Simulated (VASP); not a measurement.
Data:

```
GaP
1.0
    0.00000     2.69747     2.69747
    2.69747     0.00000     2.69747
    2.69747     2.69747     0.00000
Ga P
1 1
Direct
  0.00000   0.00000   0.00000
  0.25000   0.25000   0.25000
```

Computed with vdW-DF-cx, VASP's PBE PAW potentials (set 64) (plane waves; VASP). Settings: 520 eV cut-off, 8×8×8 Γ-centred mesh, Gaussian smearing of 0.050 eV, potentials Ga_d P.

Estimate the energy per atom (σ→0), pressure, band gap (on the k-mesh) with the smallest direct gap where there is one.

```yaml
band gap (on the k-mesh): 1.52 eV
smallest direct gap (on the k-mesh): 2.05 eV
energy per atom (σ→0): -2325 meV/atom
pressure: 27.0 kbar
```

Total energies compare only between runs with the same potentials, cut-off and functional.

The compound is GaP in the zinc blende structure. This cell is one point of a volume scan, at 0.97 of the reference volume.
